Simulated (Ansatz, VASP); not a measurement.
# Ga37O57 (partly crystallised Ga2O3): VASP beside Ansatz, part 2 of 2

One calculation is typed for both programs; each brings its own data sets. How far apart do they land? Of the first pair: The structure shown is the start of the Ansatz relaxation below; VASP solves that cell, so the two are compared at the walk's first step.

VASP 6.6.1 and Ansatz 0.2.0.

So far. Step 3 (VASP: single point, PBE, start cell, pair 1): The run ends at a pressure of -2.13 GPa, with forces up to 1.8 eV/Å.

### Step 5. Ansatz: relaxation, PBE

Level of this step: Ansatz beside VASP: Kohn-Sham DFT, plane waves, PBE (Ansatz).

This run makes the geometry at which the two programs are then compared.

The structure compared here is the end of the Ansatz relaxation.

input.yaml

```yaml
crystal:
  lattice:
    - [10.2635, 0.0, 0.0]
    - [0.0, 10.2635, 0.0]
    - [0.0, 0.0, 10.2635]
  atoms:
    - { symbol: Ga, position: [0.30384, 0.398, 0.86674] }
    - { symbol: Ga, position: [0.53386, 0.78969, 0.13427] }
[... 4 atom lines left out ...]
    - { symbol: Ga, position: [0.44839, 0.37807, 0.37948] }
[... 2 atom lines left out ...]
    - { symbol: Ga, position: [0.73446, 0.4489, 0.6311] }
[... 1 atom line left out ...]
    - { symbol: Ga, position: [0.18937, 0.05811, 0.7214] }
    - { symbol: Ga, position: [0.17646, 0.30941, 0.49978] }
[... 1 atom line left out ...]
    - { symbol: Ga, position: [0.33281, 0.60302, 0.60882] }
    - { symbol: Ga, position: [0.3768, 0.10891, 0.41712] }
[... 3 atom lines left out ...]
    - { symbol: Ga, position: [0.67619, 0.30369, 0.90425] }
[... 1 atom line left out ...]
    - { symbol: Ga, position: [0.77939, 0.14908, 0.5371] }
[... 5 atom lines left out ...]
    - { symbol: Ga, position: [0.55828, 0.60167, 0.87439] }
[... 1 atom line left out ...]
    - { symbol: Ga, position: [0.63665, 0.92972, 0.91027] }
    - { symbol: Ga, position: [0.45279, 0.89627, 0.6737] }
[... 1 atom line left out ...]
    - { symbol: Ga, position: [0.62726, 0.92198, 0.40911] }
    - { symbol: Ga, position: [0.41164, 0.10123, 0.95645] }
    - { symbol: Ga, position: [0.31257, 0.78651, 0.86947] }
[... 4 atom lines left out ...]
    - { symbol: O, position: [0.5564, 0.80547, 0.55698] }
    - { symbol: O, position: [0.86009, 0.29248, 0.92187] }
[... 1 atom line left out ...]
    - { symbol: O, position: [0.65702, 0.46822, 0.98351] }
[... 1 atom line left out ...]
    - { symbol: O, position: [0.85251, 0.11986, 0.7017] }
    - { symbol: O, position: [0.53556, 0.0401, 0.79103], spin: 0.6 }
    - { symbol: O, position: [0.41943, 0.94526, 0.36219] }
[... 2 atom lines left out ...]
    - { symbol: O, position: [0.34723, 0.03855, 0.61678], spin: 0.6 }
[... 2 atom lines left out ...]
    - { symbol: O, position: [0.47483, 0.21298, 0.28848] }
[... 4 atom lines left out ...]
    - { symbol: O, position: [0.78551, 0.0436, 0.98747] }
    - { symbol: O, position: [0.72389, 0.59757, 0.511] }
[... 1 atom line left out ...]
    - { symbol: O, position: [0.45999, 0.52772, 0.50443] }
[... 1 atom line left out ...]
    - { symbol: O, position: [0.40521, 0.52838, 0.7868] }
    - { symbol: O, position: [0.62337, 0.31953, 0.7293], spin: 0.6 }
    - { symbol: O, position: [0.90758, 0.4047, 0.68387] }
[... 1 atom line left out ...]
    - { symbol: O, position: [0.55962, 0.21201, 0.01367] }
    - { symbol: O, position: [0.27158, 0.97078, 0.88319] }
[... 9 atom lines left out ...]
    - { symbol: O, position: [0.06238, 0.93029, 0.67403] }
    - { symbol: O, position: [0.77995, 0.85327, 0.77559] }
    - { symbol: O, position: [0.36125, 0.23171, 0.81993], spin: 0.6 }
[... 1 atom line left out ...]
    - { symbol: O, position: [0.50128, 0.79434, 0.83216] }
    - { symbol: O, position: [0.19893, 0.17037, 0.35788] }
    - { symbol: O, position: [0.50388, 0.96332, 0.05523] }
    - { symbol: O, position: [0.11902, 0.21516, 0.64839] }
    - { symbol: O, position: [0.19606, 0.47789, 0.60131] }
    - { symbol: O, position: [0.39101, 0.2662, 0.52557], spin: 0.6 }
    - { symbol: O, position: [0.11638, 0.41924, 0.85476] }
[... 1 atom line left out ...]
    - { symbol: O, position: [0.61405, 0.07641, 0.52088], spin: 0.6 }
[... 1 atom line left out ...]
    - { symbol: O, position: [0.28596, 0.42554, 0.05213] }
    - { symbol: O, position: [0.74028, 0.32743, 0.48838] }
    - { symbol: O, position: [0.27064, 0.1475, 0.07826] }
magnetization:
  spin_polarized: true
kpoints:
  mp_grid: { grid: [1, 1, 1] }
hamiltonian:
  xc: pbe
scf:
  occupations: { method: fermi_dirac, width: 0.025 }
  lower_state_search: "off"
output:
  forces: true
  eigenvalues: true
relax:
  f_tol: 0.05
  max_steps: 90
```

On the command line:

```bash
$ ansatz run input.yaml --threads 4 --pin off --max-ram 8192MiB --backend cpu --events-out ev --progress --plain --runs-dir out
```

Numbers of over 12 decimals in the logs are rounded to 6 here.

The program printed:

```text
[...]
Crystal: 94 atoms, lattice volume = 1081.151 Å³
Basis set: ecut = 420 eV, 21247 PW (Γ), exchange–correlation on 144×144×144 points (8 copies of the dense FFT grid, shifted against one another)
Bands: 508, of which v1, the nominal top of the filled ones, is band 412 counted from 1 (411 counted from 0)
Symmetry: 1 space group operations
[...]
k-points: 1
[...]
Starting moments: Σ|m| = 3.6 μB on 6 of 94 sites
[...]
- { symbol: O, position: [0.630501, 0.744051, 0.297835] }
    - { symbol: O, position: [0.581076, 0.801655, 0.569214] }
    - { symbol: O, position: [0.848041, 0.310423, 0.922637] }
    - { symbol: O, position: [0.566059, 0.474839, 0.284288] }
    - { symbol: O, position: [0.680724, 0.487344, 1.011952] }
    - { symbol: O, position: [0.820812, 0.829136, 0.477771] }
    - { symbol: O, position: [0.847157, 0.133898, 0.713092] }
[...]
- { symbol: O, position: [0.705090, 0.640619, 0.788320] }
    - { symbol: O, position: [0.269992, 0.436159, 0.018960] }
    - { symbol: O, position: [0.730557, 0.312049, 0.489275] }
    - { symbol: O, position: [0.273757, 0.140607, 0.080091] }
```

### Step 6. VASP: single point, PBE, relaxed cell, pair 2

The same cell, functional, mesh and smearing now go to VASP, with its own data sets.

INCAR

```
SYSTEM = Ga37O57
PREC = Accurate
ENCUT = 520
EDIFF = 1E-06
NELM = 200
ISMEAR = -1
SIGMA = 0.025
LREAL = Auto
ALGO = Normal
GGA = PE
NBANDS = 480
ISPIN = 2
MAGMOM = 0 -0 0 0 -0 -0 0 0 -0 -0 -0 0 0 -0 -0 -0 0 -0 0 0 -0 0 -0 0 0 0 -0 -0 -0 0 0 -0 -0 -0 0 -0 -0 0.16 0.01 0.01 0.1 0.01 0.44 0.01 0.01 0 0.08 0.03 0.51 0.03 0.01 0.04 0.01 0.01 -0 0.01 0 0.01 0.01 0.26 0.08 0 0.01 0 0 0.01 0 0 0.02 0.01 0 0.17 0 0.11 0.35 0.01 0 0.01 0 0.01 0.01 0.01 0 0.02 0 0 0 0 0.02 0 0 0.01 0 0.01
LORBIT = 11
LWAVE = .FALSE.
LCHARG = .FALSE.
ISIF = 2
LASPH = .TRUE.
GGA_COMPAT = .FALSE.
NCORE = 2
```

POSCAR

```
Ga37O57
1.0
   10.2635000000      0.0000000000      0.0000000000
    0.0000000000     10.2635000000      0.0000000000
    0.0000000000      0.0000000000     10.2635000000
Ga O
37 57
Direct
    0.2844800000      0.3907400000      0.8401300000
    0.5453100000      0.7858300000      0.1297600000
[... 4 atom lines left out ...]
    0.4434100000      0.3661300000      0.3679900000
[... 2 atom lines left out ...]
    0.7267300000      0.4337700000      0.6282500000
[... 1 atom line left out ...]
    0.2217700000      0.0820900000      0.7213000000
    0.1771900000      0.2908800000      0.4983200000
[... 1 atom line left out ...]
    0.3192500000      0.5913800000      0.5983000000
    0.4279900000      0.1006300000      0.4506600000
[... 3 atom lines left out ...]
    0.6655000000      0.3278900000      0.9116400000
[... 1 atom line left out ...]
    0.7709100000      0.1413500000      0.5491900000
[... 5 atom lines left out ...]
    0.5303200000      0.6195700000      0.8365700000
[... 1 atom line left out ...]
    0.6573400000      0.9574400000      0.9265900000
    0.5031400000      0.9309300000      0.6759500000
[... 1 atom line left out ...]
    0.6435900000      0.8989700000      0.4110400000
    0.4157200000      0.1140200000      0.9497600000
    0.2765900000      0.7980200000      0.8289500000
[... 4 atom lines left out ...]
    0.5810800000      0.8016600000      0.5692100000
    0.8480400000      0.3104200000      0.9226400000
[... 1 atom line left out ...]
    0.6807200000      0.4873400000      0.0119500000
[... 1 atom line left out ...]
    0.8471600000      0.1339000000      0.7130900000
    0.5451500000      0.0437600000      0.8159100000
    0.4266500000      0.9376600000      0.3658300000
[... 2 atom lines left out ...]
    0.3525400000      0.0129300000      0.6105400000
[... 2 atom lines left out ...]
    0.5001000000      0.1977700000      0.3008400000
[... 4 atom lines left out ...]
    0.7716700000      0.0657200000      0.0275700000
    0.7275100000      0.5868100000      0.5256300000
[... 1 atom line left out ...]
    0.4527200000      0.5260000000      0.4976200000
[... 1 atom line left out ...]
    0.3793100000      0.5328600000      0.7704000000
    0.6101800000      0.3865200000      0.7538800000
    0.9035500000      0.4092300000      0.6658600000
[... 1 atom line left out ...]
    0.5536800000      0.2276100000      0.0190800000
    0.2572900000      0.9751800000      0.8801100000
[... 9 atom lines left out ...]
    0.0711500000      0.9496400000      0.6899400000
    0.7805500000      0.8817300000      0.7879200000
    0.3258100000      0.2178300000      0.8199400000
[... 1 atom line left out ...]
    0.4573000000      0.7906300000      0.8026200000
    0.1844100000      0.1665500000      0.3463400000
    0.5177900000      0.9702300000      0.0690100000
    0.1129600000      0.2118700000      0.6506600000
    0.1826800000      0.4719100000      0.5838500000
    0.3650700000      0.2672700000      0.5062500000
    0.0960600000      0.4247400000      0.8307500000
[... 1 atom line left out ...]
    0.6125900000      0.0505800000      0.5266600000
[... 1 atom line left out ...]
    0.2699900000      0.4361600000      0.0189600000
    0.7305600000      0.3120500000      0.4892800000
    0.2737600000      0.1406100000      0.0800900000
```

KPOINTS

```
Automatic mesh
0
Gamma
1 1 1
0 0 0
```

PAW data sets: Ga_d and O (PBE family, release 64).

On the command line:

```bash
$ mpirun -np 8 vasp_gam
```

The program printed:

```text
[... set-up lines as in an earlier step ...]
 entering main loop
       N       E                     dE             d eps       ncg     rms          rms(c)
DAV:   1     0.239251170023E+05    0.23925E+05   -0.28814E+05  1928   0.356E+03
DAV:   2     0.569180256147E+04   -0.18233E+05   -0.17362E+05  1920   0.104E+03
DAV:   3     0.259469158714E+03   -0.54323E+04   -0.51274E+04  2384   0.389E+02
DAV:   4    -0.545639305760E+03   -0.80511E+03   -0.77906E+03  2232   0.155E+02
[...]
DAV:  42    -0.545875049960E+03   -0.86075E-05   -0.52452E-05  2320   0.235E-02    0.380E-02
DAV:  43    -0.545875046857E+03    0.31032E-05   -0.29635E-05  2592   0.173E-02    0.287E-02
DAV:  44    -0.545875047315E+03   -0.45811E-06   -0.41997E-06  1632   0.104E-02
   1 F= -.54587505E+03 E0= -.54584657E+03  d E =-.569553E-01  mag=     1.9267
```

OUTCAR, selected parts (step 6):

```text
  FREE ENERGIE OF THE ION-ELECTRON SYSTEM (eV)
  ---------------------------------------------------
  free  energy   TOTEN  =      -545.8750473146 eV

  energy  without entropy=     -545.8180920070  energy(sigma->0) =     -545.84656966

 magnetization (x)
# of ion       s       p       d       tot
------------------------------------------
    1       -0.000  -0.000   0.000  -0.000
    2       -0.002  -0.001   0.001  -0.002
    3       -0.000  -0.000   0.000  -0.000
    4       -0.000  -0.000  -0.000  -0.000
    5       -0.000  -0.001   0.000  -0.001
    6       -0.000  -0.000   0.000  -0.001
    7       -0.000  -0.001   0.000  -0.001
    8       -0.000  -0.000   0.000  -0.000
    9       -0.005  -0.006   0.002  -0.009
   10       -0.000  -0.000   0.000  -0.000
   11       -0.002  -0.003  -0.001  -0.006
   12       -0.000  -0.000   0.000  -0.000
   13       -0.000  -0.000   0.000  -0.000
[...]
--------------------------------------------------
tot         -0.008   1.609   0.016   1.618
```

The run ends at a pressure of -0.98 GPa, with forces up to 0.32 eV/Å.

### Step 7. Differences

What differs besides the data sets and the points named for the pairs above, as far as they apply: site moments are counted in spheres of each program's own size. Total energies have different zeros and are not compared.

The two programs side by side:

```
          quantity  Ansatz  VASP  difference
 total moment (μB)    2.96  1.93       +1.04
moment on O49 (μB)    0.51  0.48       +0.03
moment on O75 (μB)    0.35  0.33       +0.03
moment on O38 (μB)    0.16  0.15       +0.01
moment on O72 (μB)    0.17  0.15       +0.03
moment on O74 (μB)    0.11  0.09       +0.02
moment on O61 (μB)    0.08  0.08        0.00
moment on O47 (μB)    0.08  0.07       +0.01
```

Forces on 7 of the 94 atoms, those with the largest forces and the largest differences (eV/Å; atoms numbered as in POSCAR):

```csv
atom,"Ansatz x, y, z","VASP x, y, z"
Ga4,"0.001, 0.007, -0.009","0.080, 0.050, -0.053"
Ga17,"-0.004, 0.005, -0.011","-0.071, 0.076, -0.299"
Ga20,"0.004, 0.002, 0.002","-0.068, 0.210, 0.137"
Ga28,"-0.012, 0.001, 0.014","0.045, -0.094, 0.062"
O41,"-0.004, -0.005, 0.002","0.074, -0.048, -0.068"
O43,"-0.009, 0.004, 0.008","0.034, -0.153, 0.041"
O60,"-0.010, -0.001, -0.004","-0.117, 0.109, 0.056"
```

The forces differ by 38 meV/Å r.m.s., where the r.m.s. force is 0.009 eV/Å in Ansatz and 0.038 eV/Å in VASP: the atoms lie near their places of rest in Ansatz, so a percentage would say little (all taken over all components). VASP's last cycles still show a density residual of 3e-03, so its state may not be settled. The two runs ended with unlike total or site moments, perhaps in different magnetic states; the other differences may follow from that, so they don't measure the programs' precision.

### Step 8. Results

* r.m.s. force difference (single point, PBE, start cell, pair 1): 7.1 % of the r.m.s. force
* difference in total moment (single point, PBE, relaxed cell, pair 2): 1.0 μB
* r.m.s. force difference (single point, PBE, relaxed cell, pair 2): 38 meV/Å

The r.m.s. force difference is 38 meV/Å (single point, PBE, relaxed cell, pair 2), beyond the 12 meV/Å picked in this series as the mark of a large difference. What causes the difference of the single point, PBE, start cell, pair 1 pair stays open here. The runs of the single point, PBE, relaxed cell, pair 2 pair ended with unlike moments, so it says little about numerical agreement. By the marks of this series, far apart in the single point, PBE, relaxed cell, pair 2 pair: the r.m.s. force difference, 38 meV/Å. What causes the difference of the single point, PBE, relaxed cell, pair 2 pair stays open here. How closely two codes agree says nothing of how well the functional describes the real material.

[Lines on the potential files, build, host, timing and source positions are cut from VASP's logs without a mark.]

[Logs are printed without paths, hosts, clocks, repeated set-up lines and the standing remarks that a program may print on its own settings, such as how far it seeks lower states.]

[Hosts, paths, dates, database ids (printed as entryN), source tags and the programs' standing remarks are cut or masked in the printed files.]
